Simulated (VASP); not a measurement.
An input for Ansatz (written as the equivalent of a VASP run, and not itself run):

Ansatz 0.2 input:
```yaml
crystal:
  lattice:
    - [1.2510345, -2.1668556, 0.0000000]
    - [1.2510345, 2.1668556, 0.0000000]
    - [0.0000000, 0.0000000, 6.4551492]
  atoms:
    - { symbol: B, position: [0.3333330, 0.6666670, 0.2500000] }
    - { symbol: B, position: [0.6666670, 0.3333330, 0.7500000] }
    - { symbol: N, position: [0.6666670, 0.3333330, 0.2500000] }
    - { symbol: N, position: [0.3333330, 0.6666670, 0.7500000] }
kpoints:
  mp_grid: { grid: [9, 9, 3] }
hamiltonian:
  xc: r2scan
  dispersion: rvv10
  pseudopotentials: { kind: paw }
scf:
  occupations: { method: gaussian, width: 0.05 }
  max_iter: 100
relax:
  max_steps: 60
  f_tol: 0.02
  cell: {}
output: { forces: true, stress: true, eigenvalues: true }
```

Translate this input to VASP (INCAR, KPOINTS, POSCAR, choice of POTCAR).

Several could match; the one computed here: 
**POSCAR**
```
BN
1
    1.2510344648    -2.1668556431     0.0000000000
    1.2510344648     2.1668556431    -0.0000000000
    0.0000000000     0.0000000000     6.4551491953
B N
2 2
Direct
  0.3333330000   0.6666670000   0.2500000000
  0.6666670000   0.3333330000   0.7500000000
  0.6666670000   0.3333330000   0.2500000000
  0.3333330000   0.6666670000   0.7500000000
```

**INCAR**
```
ALGO = Normal
BPARAM = 11.95
CPARAM = 0.0093
EDIFF = 1E-6
EDIFFG = -0.02
ENCUT = 520
IBRION = 2
ISIF = 3
ISMEAR = 0
LASPH = T
LCHARG = F
LMIXTAU = T
LREAL = F
LUSE_VDW = T
LWAVE = F
METAGGA = R2SCAN
NELM = 100
NSW = 60
PREC = Accurate
SIGMA = 0.05
SYSTEM = BN
```

### KPOINTS
```
Automatic mesh
0
Gamma
9 9 3
0 0 0
```

POTCAR, in this order: B N (PBE.64 set). Program: vasp_std.

Limits of the translation: each code has its own PAW files, so the cut-off isn't converted (ENCUT is set for VASP's; basis.ecutwfc is left out, and Ansatz then takes the one that its files recommend); Ansatz stops its SCF on the density residual and VASP on the energy change (EDIFF).

The compound is BN in the hex structure. It was relaxed first. The start is the result of an earlier pass.
